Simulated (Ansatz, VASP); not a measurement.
# One calculation of Mn2InN2, two programs

```xyz
5
Lattice="2.7954 -1.6234 0.0000 2.7954 1.6234 0.0000 -0.0230 0.0000 7.4554" Properties=species:S:1:pos:R:3 pbc="T T T"
In   -0.0115    0.0000    3.7277
Mn    3.7055    0.0000    6.6031
Mn    1.8623    0.0000    0.8523
N     3.7309    0.0000    1.1324
N     1.8369    0.0000    6.3230
```

Change from the starting cell: volume scaled by 1.02.

Alike in both runs: task single point; functional PBE; k mesh 10 × 10 × 4; occupations fermi-dirac, width 0.05 eV; collinear spin, ferromagnetic start.

```csv
,VASP,Ansatz
version,VASP 6.6.1,Ansatz 0.2.0
potentials or method,"VASP PAW PBE potentials, release 64 (In_d, Mn_pv, N)",Ansatz PAW
plane-wave cutoff (eV),520,420
valence electrons in the cell,49,53
```

Ansatz gave:

* gap on the k mesh at the Fermi level (eV): none
* pressure (GPa): -3.2
* largest component of the traceless stress (GPa): 0.21
* rms of the force components (eV/Å): 0.131
* net moment per atom (μB): 0.59
* size of the moment on the site where the two differ most (μB): 1.32

**Question.** Estimate VASP's values.

**Answer.** gap on the k mesh at the Fermi level (eV): none; pressure (GPa): -2.8; largest component of the traceless stress (GPa): 0.18; rms of the force components (eV/Å): 0.110; net moment per atom (μB): 0.59; size of the moment on the site where the two differ most (μB): 1.52.

Site moments also hang on the region over which each program counts them. Atom by atom the forces differ by 0.021 eV/Å (rms over components). A gap of «none» marks a metal or a gap that the smearing closes. The two sets of potentials don't hold the same shells in valence.

Caveats: only a ferromagnetic start was run, and an antiferromagnetic order may lie lower in energy.
